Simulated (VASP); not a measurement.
```xyz
4
Lattice="5.1088 2.5453 2.5453 2.5453 5.1088 2.5453 2.5453 2.5453 5.1088" Properties=species:S:1:pos:R:3 pbc="T T T"
Mn     0.0000     0.0000     0.0000
Mn     5.0997     5.0997     5.0997
S      2.5499     2.5499     2.5499
S      7.6496     7.6496     7.6496
```
Starting moments (μB, in the order of the record's atoms Mn Mn S S): 4.1 -4.1 0.0 0.0.

These are optB88-vdW, VASP's PBE PAW potentials (set 64) (plane waves; VASP 6.6.1) values and carry that method's errors. Numerical set-up: 520 eV cut-off, Gaussian smearing of 0.050 eV, potentials Mn_pv S.

Predict the cell moment, band gap (along the path) with the smallest direct gap where there is one.

```
Quantity                                Value
------------------------------------  -------
band gap (along the path)             0.55 eV
smallest direct gap (along the path)  0.91 eV
cell moment                           0.00 μB
```

The compound is MnS in the rock salt, AFM-II order structure. It was relaxed first, which changed the volume by -6 %.
